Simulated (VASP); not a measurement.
# BTe (P-6m2) in VASP: equation of state

How stiff is BTe in PBE, and what volume does it want? The cell is scaled to several volumes.

Everything below comes from runs of VASP 6.6.1. Logs are shortened: lines on timing, memory, paths and dates and some standing lists are left out, and cuts for length are marked.

### Step 1. Starting point

It takes space group P-6m2 (No. 187, hexagonal). The conventional cell has a = 3.452 Å, b = 3.452 Å, c = 3.288 Å, α = 90.00°, β = 90.00°, γ = 120.00°. B (site symmetry -6m2) is surrounded by 6 Te at 2.58 Å. Around Te (site symmetry -6m2) lie 6 B at 2.58 Å.

The cell was built by a generator and needn't be a form met in nature.

### Step 2. Equation of state, PBE, 15.95 Å³/atom (volume scaled by 0.94)

INCAR

```
SYSTEM = BTe
PREC     = Accurate       ! precision mode
ENCUT    = 520            ! plane-wave cutoff, eV
EDIFF    = 1E-7           ! SCF threshold, eV
ISMEAR   = -1             ! smearing method
SIGMA    = 0.05           ! smearing width, eV
LREAL    = .FALSE.        ! projectors in reciprocal space
LASPH    = .TRUE.         ! aspherical terms in the spheres
NELM     = 100            ! most SCF steps
ALGO     = Normal         ! electronic algorithm
ISIF     = 2              ! what is computed and relaxed
LWAVE    = .FALSE.        ! write WAVECAR
LCHARG   = .FALSE.        ! write CHGCAR
GGA      = PE             ! functional
NBANDS   = 12             ! bands
```

KPOINTS

```
Automatic mesh
0
G
  9 9 8
  0 0 0
```

POSCAR

```
BTe
1.0
    3.3815704307      0.0000000000      0.0000000000
   -1.6907852154      2.9285314472      0.0000000000
    0.0000000000      0.0000000000      3.2213199392
B Te
1 1
Direct
    0.0000000000      0.0000000000      0.5000000000
    0.6666700000      0.3333300000      0.0000000000
```

Potentials or basis: VASP PAW PBE potentials, release 64 (B, Te).

On the command line:

```console
$ cat potpaw_PBE.64/B/POTCAR potpaw_PBE.64/Te/POTCAR > POTCAR
$ mpirun -np 1 vasp_std > vasp.out
```

OUTCAR:

```text
SYSTEM = BTe
   PREC = Accurate
   ENCUT = 520
   EDIFF = 1E-7
   ISMEAR = -1
   LREAL = .FALSE.
   LASPH = .TRUE.
   NELM = 100
   ISIF = 2
   GGA = PE

 Found    125 irreducible k-points:

 Following reciprocal coordinates:
            Coordinates               Weight
  0.000000  0.000000  0.000000      1.000000
  0.111111 -0.000000  0.000000      4.000000
 -0.111111  0.111111  0.000000      2.000000
  0.222222  0.000000  0.000000      4.000000
 -0.222222  0.222222  0.000000      2.000000
  0.333333  0.000000  0.000000      4.000000
   k-points           NKPTS =    125   k-points in BZ     NKDIM =    125   number of bands    NBANDS=     12
   number of dos      NEDOS =    301   number of ions     NIONS =      2
   total plane-waves  NPLWV =  18816
   dimension x,y,z NGX =    28 NGY =   28 NGZ =   24
   dimension x,y,z NGXF=    56 NGYF=   56 NGZF=   48
   ions per type =               1   1
   NGX,Y,Z   is equivalent  to a cutoff of  13.77, 13.77, 12.39 a.u.
   NGXF,Y,Z  is equivalent  to a cutoff of  27.53, 27.53, 24.77 a.u.
 SYSTEM =  BTe
   PREC   = accura    normal or accurate (medium, high low for compatibility)
   ISTART =      0    job   : 0-new  1-cont  2-samecut
   ICHARG =      2    charge: 1-file 2-atom 10-const
   ISPIN  =      1    spin polarized calculation?
   LNONCOLLINEAR =      F non collinear calculations
   LSORBIT =      F    spin-orbit coupling
   LASPH  =      T    aspherical Exc in radial PAW
   ENCUT  =  520.0 eV  38.22 Ry    6.18 a.u.   6.29  6.29  5.99*2*pi/ulx,y,z
   NELM   =    100;   NELMIN=  2; NELMDL= -5     # of ELM steps
   EDIFF  = 0.1E-06   stopping-criterion for ELM
   LREAL  =      F    real-space projection
   EDIFFG = 0.1E-05   stopping-criterion for IOM
   NSW    =      0    number of steps for IOM
   IBRION =     -1    ionic relax: 0-MD 1-quasi-New 2-CG
   NFREE  =      0    steps in history (QN), initial steepest desc. (CG)
   ISIF   =      2    stress and relaxation
   ISYM   =      2    0-nonsym 1-usesym 2-fastsym
   POTIM  = 0.5000    time-step for ionic-motion
   TEBEG  =    0.0;   TEEND  =   0.0 temperature during run
   PSTRESS=    0.0 pullay stress
   NELECT =       9.0000    total number of electrons
   NUPDOWN=      -1.0000    fix difference up-down
   EMIN   =  10.00;   EMAX   =-10.00  energy-range for DOS
   EFERMI =   0.00;   METHOD = LEGACY
   ISMEAR =    -1;   SIGMA  =   0.05  broadening in eV -4-tet -1-fermi 0-gaus
   EFERMI_NEDOS =   21; number of points for ismear=-14 and -15
   IALGO  =     38    algorithm
   IMIX   =      4    mixing-type and parameters
     AMIX     =   0.40;   BMIX     =  1.00
     AMIX_MAG =   1.60;   BMIX_MAG =  1.00
  volume/ion in A,a.u.               =      15.95       107.64
  Fermi-wavevector in a.u.,A,eV,Ry     =   1.073713  2.029024 15.685611  1.152860
  Thomas-Fermi vector in A             =   2.209520
   LORBIT       =      0    0 simple, 1 ext, 2 COOP (PROOUT), +10 PAW based schemes
   GGA     = PE    functional components
   LHFCALC =     F    Hartree Fock is set to
   AEXX    =    0.0000 exact exchange contribution
   IVDW    =     0    specifies the selected vdW correction
   LEPSILON=     F    determine dielectric tensor
   LRPA    =     F    only Hartree local field effects (RPA)
 non-spin polarized calculation
  energy-cutoff  :      520.00
  volume of cell :       31.90
 maximum number of plane-waves:       874
 NGX is ok and might be reduce to    28
   NGX = 13   NGY = 13   NGZ = 11

 number of electron       9.0000000 magnetization

 Free energy of the ion-electron system (eV)
  ---------------------------------------------------
  ext. energy  EPLUGINS =         0.00000000
  ---------------------------------------------------
  free energy    TOTEN  =        -7.23398830 eV

  energy without entropy =       -7.23074677  energy(sigma->0) =       -7.23236753

 E-fermi :   9.6895     XC(G=0): -11.0440

 val. band max:        9.5598586401   @ k =   0.3333   0.3333   0.1250
 cond. band min:       9.7174589053   @ k =  -0.1111   0.1111   0.0000
 fundamental gap:      0.1576002652
 Fermi energy:         9.6895473307

 k-point     1 :       0.0000    0.0000    0.0000
  band No.  band energies     occupation
      1      -6.1978      2.00000
      2       6.8292      2.00000
      3       8.6101      2.00000
      4       8.6102      2.00000
      5       8.9329      2.00000
      6      12.7778      0.00000
      7      12.7780      0.00000
      8      14.0722      0.00000
      9      17.6280      0.00000
     10      18.1572      0.00000
     11      22.4514      0.00000
     12      22.4516      0.00000

 k-point     2 :       0.1111   -0.0000    0.0000
  band No.  band energies     occupation
      1      -6.0037      2.00000
      2       6.7580      2.00000
      3       7.0300      2.00000
      4       8.1150      2.00000
      5       9.7175      0.72791
      6      12.4505      0.00000
      7      13.4899      0.00000
      8      14.9693      0.00000
      9      17.4730      0.00000
     10      18.4664      0.00000
     11      22.2030      0.00000
     12      22.2185      0.00000

 k-point     3 :      -0.1111    0.1111    0.0000
  band No.  band energies     occupation
      1      -6.0037      2.00000
      2       6.7579      2.00000
      3       7.0300      2.00000
      4       8.1151      2.00000
      5       9.7175      0.72791
      6      12.4506      0.00000
      7      13.4898      0.00000
      8      14.9693      0.00000
      9      17.4730      0.00000
     10      18.4664      0.00000
     11      22.2030      0.00000
     12      22.2186      0.00000

 k-point     4 :       0.2222    0.0000    0.0000
  band No.  band energies     occupation
      1      -5.4333      2.00000
      2       4.3136      2.00000
      3       7.2333      2.00000
      4       7.6169      2.00000
      5       9.9097      0.02420
      6      12.1354      0.00000
      7      14.9015      0.00000
      8      15.9229      0.00000
      9      16.6337      0.00000
     10      18.9495      0.00000
     11      22.0144      0.00000
     12      23.4114      0.00000

 k-point     5 :      -0.2222    0.2222    0.0000
  band No.  band energies     occupation
      1      -5.4333      2.00000
      2       4.3135      2.00000
      3       7.2333      2.00000
      4       7.6169      2.00000
      5       9.9097      0.02418
      6      12.1355      0.00000
      7      14.9014      0.00000
      8      15.9228      0.00000
      9      16.6338      0.00000
     10      18.9494      0.00000
     11      22.0144      0.00000
     12      23.4114      0.00000

 k-point     6 :       0.3333    0.0000    0.0000
  band No.  band energies     occupation
      1      -4.5464      2.00000
      2       2.0159      2.00000
      3       6.5122      2.00000
      4       8.5250      2.00000
      5       9.7229      0.67793
      6      12.4916      0.00000
      7      14.1626      0.00000
      8      16.0938      0.00000
      9      16.4782      0.00000
     10      20.1217      0.00000
     11      22.6238      0.00000
     12      22.6810      0.00000

 [... further k-points ...]

------------------------ aborting loop because EDIFF is reached ----------------------------------------

  FORCE on cell =-STRESS in cart. coord.  units (eV):
  Direction    XX          YY          ZZ          XY          YZ          ZX
  --------------------------------------------------------------------------------------
  -------------------------------------------------------------------------------------
  Total        1.0140484      1.0140308      1.2114066     -0.0000186      0.0000000      0.0000000
  in kB       50.9292279     50.9283421     60.8412803     -0.0009342      0.0000000      0.0000000
  external PRESSURE =      54.2329501 kB  Pullay stress =       0.0000000 kB

 VOLUME and BASIS-vectors are now :
 -----------------------------------------------------------------------------
  energy-cutoff  :      520.00
  volume of cell :       31.90
      direct lattice vectors                 reciprocal lattice vectors
     3.381570431  0.000000000  0.000000000     0.295720589  0.170734038  0.000000000
    -1.690785215  2.928531447  0.000000000     0.000000000  0.341468076  0.000000000
     0.000000000  0.000000000  3.221319939     0.000000000  0.000000000  0.310431754

 POSITION                                       TOTAL-FORCE (eV/Angst)
 -----------------------------------------------------------------------------------
      0.00000      0.00000      1.61066         0.000056     -0.000032      0.000000
      1.69080      0.97617      0.00000        -0.000056      0.000032      0.000000
 -----------------------------------------------------------------------------------
    total drift:                               -0.000016     -0.000029      0.000000

  FREE ENERGIE OF THE ION-ELECTRON SYSTEM (eV)
  ---------------------------------------------------
  free  energy   TOTEN  =        -7.2339882973 eV

  energy  without entropy=       -7.2307467685  energy(sigma->0) =       -7.23236753
```

OSZICAR:

```text
N       E                     dE             d eps       ncg     rms          rms(c)
DAV:   1     0.204811093949E+02    0.20481E+02   -0.35485E+03  3000   0.590E+02
DAV:   2    -0.667955587965E+01   -0.27161E+02   -0.26397E+02  4088   0.104E+02
DAV:   3    -0.762430240551E+01   -0.94475E+00   -0.93512E+00  3768   0.184E+01
DAV:   4    -0.763103779616E+01   -0.67354E-02   -0.67348E-02  3320   0.185E+00
DAV:   5    -0.763111525267E+01   -0.77457E-04   -0.77456E-04  3712   0.206E-01    0.104E+01
DAV:   6    -0.723528516071E+01    0.39583E+00   -0.18235E+00  3124   0.456E+00    0.592E+00
DAV:   7    -0.723523303634E+01    0.52124E-04   -0.86685E-02  3636   0.155E+00    0.386E+00
DAV:   8    -0.723431655898E+01    0.91648E-03   -0.82381E-03  3204   0.526E-01    0.515E-01
DAV:   9    -0.723398116107E+01    0.33540E-03   -0.94365E-04  3252   0.153E-01    0.163E-01
DAV:  10    -0.723399035669E+01   -0.91956E-05   -0.47144E-05  3700   0.400E-02    0.250E-02
DAV:  11    -0.723398875436E+01    0.16023E-05   -0.42258E-06  3368   0.828E-03    0.200E-02
DAV:  12    -0.723398827425E+01    0.48012E-06   -0.92836E-07  3388   0.482E-03    0.569E-03
DAV:  13    -0.723398829734E+01   -0.23095E-07   -0.21662E-08  1804   0.994E-04
   1 F= -.72339883E+01 E0= -.72323675E+01  d E =-.324153E-02
```

Run time: 64 s. Hardware: 1 thread of Intel Xeon Platinum 8375C at 2.90GHz (Ice Lake), shared host; peak memory 0.18 GiB.

Results:

- Free energy: -7.2340 eV
- Pressure: 5.4 GPa
- Band gap on the k mesh: none (metal or under the smearing width)

### Step 3. Equation of state, PBE, 16.29 Å³/atom (volume scaled by 0.96)

INCAR

```
SYSTEM = BTe
ALGO = Normal
EDIFF = 1E-7
ENCUT = 520
GGA = PE
ISIF = 2
ISMEAR = -1
LASPH = .TRUE.
LCHARG = .FALSE.
LREAL = .FALSE.
LWAVE = .FALSE.
NBANDS = 12
NELM = 80
PREC = Accurate
SIGMA = 0.05
```

KPOINTS

```
k-points
0
G
  9 9 8
  0 0 0
```

POSCAR

```
BTe
1.0
    3.4053850916      0.0000000000      0.0000000000
   -1.7026925458      2.9491555876      0.0000000000
    0.0000000000      0.0000000000      3.2440060383
B Te
1 1
Direct
    0.0000000000      0.0000000000      0.5000000000
    0.6666700000      0.3333300000      0.0000000000
```

Potentials or basis: VASP PAW PBE potentials, release 64 (B, Te).

On the command line:

```console
$ cat potpaw_PBE.64/B/POTCAR potpaw_PBE.64/Te/POTCAR > POTCAR
$ mpirun -np 1 vasp_std > vasp.out
```

Run time: 55 s. Hardware: 1 thread of Intel Xeon Platinum 8375C at 2.90GHz (Ice Lake), shared host; peak memory 0.18 GiB.

It converged, with:

```
Free energy            : -7.2523 eV
Pressure               : 3.2 GPa
Band gap on the k mesh : none (metal or under the smearing width)
```

(Part 1 of 2 ends here.)
